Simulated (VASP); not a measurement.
Energy against volume of Rh (fcc). The numbers are results of PBE GGA with D3 dispersion (zero damping), VASP's PBE PAW potentials (set 64) (plane waves; VASP 6.6.1), not measurements. Numerical set-up: 520 eV cut-off, 16×16×16 Γ-centred mesh, first-order Methfessel-Paxton smearing of 0.10 eV, potentials Rh_pv.

| V (Å³/atom) | E (eV/atom) |
|---|---|
| 13.219 | -7.81885 |
| 13.628 | -7.83096 |
| 14.037 | -7.82134 |
| 14.445 | -7.79364 |

Fit these four points and predict the energy of the run at 12.810 Å³/atom.

A cubic in V^(−2/3), the third-order Birch-Murnaghan form, passes through the four points with V0 = 13.64 Å³/atom and B0 = 282 GPa, and gives -7.7808 eV/atom there. The run gave -7.7807 eV/atom, +0.1 meV/atom from the fit; all five points give B0 = 282 GPa.

The compound is Rh in the fcc structure. It was relaxed first.
